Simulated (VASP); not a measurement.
Rb3HSe, 5 atoms in the cell. Symmetry: Pm-3m, No. 221, cubic system. Conventional cell: a = 5.285 Å, b = 5.285 Å, c = 5.285 Å, α = 90.00°, β = 90.00°, γ = 90.00°. Se (site symmetry m-3m) has 12 Rb at 3.74 Å as nearest neighbours. H (site symmetry m-3m) has 6 Rb at 2.64 Å as nearest neighbours. Around Rb (site symmetry 4/mmm) lie 2 H at 2.64 Å. The cell comes from a database or a generator and needn't be the stable form of this composition.

- Program: VASP 6.6.1
- Task: single point
- Functional: LDA
- Potentials or basis: VASP PAW LDA potentials, release 64 (Se, H, Rb_sv)
- Cutoff: 520 eV
- k mesh: 6 × 6 × 6
- Occupations: gaussian, width 0.02 eV
- Spin: no spin polarisation
- Dipole correction: no
- Further INCAR settings: ALGO = Normal; EDIFF = 1e-06; NBANDS = 25

Potentials or basis: VASP PAW LDA potentials, release 64 (Se, H, Rb_sv).

Command:

```bash
$ cat potpaw_LDA.64/Se/POTCAR potpaw_LDA.64/H/POTCAR potpaw_LDA.64/Rb_sv/POTCAR > POTCAR
$ mpirun -np 1 vasp_std > vasp.out
```

Hardware: 1 thread of Intel(R) Xeon(R) 6975P-C (Granite Rapids), on a shared host.

Q: Estimate the wall time of this run.

A: It took 25 s on 1 thread of Intel(R) Xeon(R) 6975P-C (Granite Rapids), with other jobs on the host, peak memory 0.23 GiB. Counts: scf iterations 14, k points 20.
